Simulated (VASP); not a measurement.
CdS: relaxation of cell and atoms with PBE

The system is CdS.

```xyz
2
Lattice="0.0000 2.9165 2.9165 2.9165 0.0000 2.9165 2.9165 2.9165 0.0000" Properties=species:S:1:pos:R:3 pbc="T T T"
Cd    0.0000    0.0000    0.0000
S     1.4583    1.4583    1.4583
```

- Program: VASP 6.6.1
- Task: relaxation of cell and atoms
- Functional: PBE
- Potentials or basis: VASP PAW PBE potentials, release 64 (Cd, S)
- Cutoff: 520 eV
- k mesh: 10 × 10 × 10
- Occupations: gaussian, width 0.02 eV
- Spin: no spin polarisation
- Further INCAR settings: ALGO = Normal; EDIFF = 1e-07; IBRION = 2; EDIFFG = -0.002; NSW = 80; ISIF = 3

```yaml
Relaxed_volume: 26.16 Å³/atom
Relaxed_cell: a = 4.198 Å, b = 4.198 Å, c = 4.198 Å, α = 60.00°, β = 60.00°, γ = 60.00°
Space_group_after_relaxing_to_0.05_Å: F-43m (No. 216)
Energy_gained_by_relaxing: 12.9 meV/atom
Ionic_steps: 3
Pressure_after_relaxing: 0.0 GPa
Band_gap_on_the_k_mesh: 1.03 eV, direct
```

Step by step:
| step | energy change (eV) | largest force (eV/Å) | pressure (GPa) | volume (Å³) |
| --- | --- | --- | --- | --- |
| 1 | 0.0000 | 0.0000 | 3.21 | 49.62 |
| 2 | -0.0230 | 0.0000 | -0.93 | 53.27 |
| 3 | -0.0258 | 0.0000 | 0.01 | 52.31 |

Final structure:
```cif
data_structure
_symmetry_space_group_name_H-M 'P 1'
_symmetry_Int_Tables_number 1
_cell_length_a 4.1980
_cell_length_b 4.1980
_cell_length_c 4.1980
_cell_angle_alpha 60.000
_cell_angle_beta 60.000
_cell_angle_gamma 60.000
_cell_volume 52.31
loop_
_atom_site_label
_atom_site_type_symbol
_atom_site_fract_x
_atom_site_fract_y
_atom_site_fract_z
_atom_site_occupancy
Cd1 Cd 0.00000 0.00000 0.00000 1
S1 S 0.25000 0.25000 0.25000 1
```

Levels at points of the mesh, in eV from the valence-band top:
| k point | band 6 | band 7 | band 8 | band 9 | band 10 | band 11 | band 12 | band 13 |
| --- | --- | --- | --- | --- | --- | --- | --- | --- |
| (0.00, 0.00, 0.00) | -7.14 | 0.00 | 0.00 | 0.00 | 1.03 | 6.55 | 6.55 | 6.55 |
| (0.50, 0.00, 0.00) | -6.81 | -4.09 | -0.68 | -0.68 | 2.93 | 7.00 | 7.00 | 7.31 |
| (0.50, 0.50, 0.00) | -6.75 | -3.72 | -1.70 | -1.70 | 3.64 | 4.27 | 9.02 | 10.46 |

Run time: 12 s on 4 MPI ranks on Intel(R) Xeon(R) 6975P-C (Granite Rapids), with other jobs on the host, peak memory 0.2 GiB a rank.

PBE usually gives volumes a little too large and moduli too small. Zero-point motion and thermal expansion aren't in these numbers.
